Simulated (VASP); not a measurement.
Given:

```yaml
crystal:
  lattice:
    - [-1.35751, 1.35751, 1.35751]
    - [1.35751, -1.35751, 1.35751]
    - [1.35751, 1.35751, -1.35751]
  atoms:
    - { symbol: Ni, position: [0.00000, 0.00000, 0.00000] }
```

Method: LDA (Ceperley-Alder, Perdew-Zunger) with spin-orbit coupling, VASP's LDA PAW potentials (set 64) (plane waves; VASP 6.6.1). Numerical set-up: 400 eV cut-off, 17×17×17 Γ-centred mesh, Gaussian smearing of 0.050 eV, potentials Ni.

Q: Predict the energy per atom (σ→0), band gap (over mesh and band path) with the smallest direct gap where there is one.

A: 
```
Quantity                                                               Value
----------------------------------  ----------------------------------------
band gap (over mesh and band path)  none (metal, semimetal or under 0.01 eV)
energy per atom (σ→0)                                         -6.493 eV/atom
```

Total energies compare only between runs with the same potentials, cut-off and functional.

The structure comes from a computed database's Ni entry (Im-3m); how it stands against other phases isn't given here. It was relaxed first, which changed the volume by -6 %.
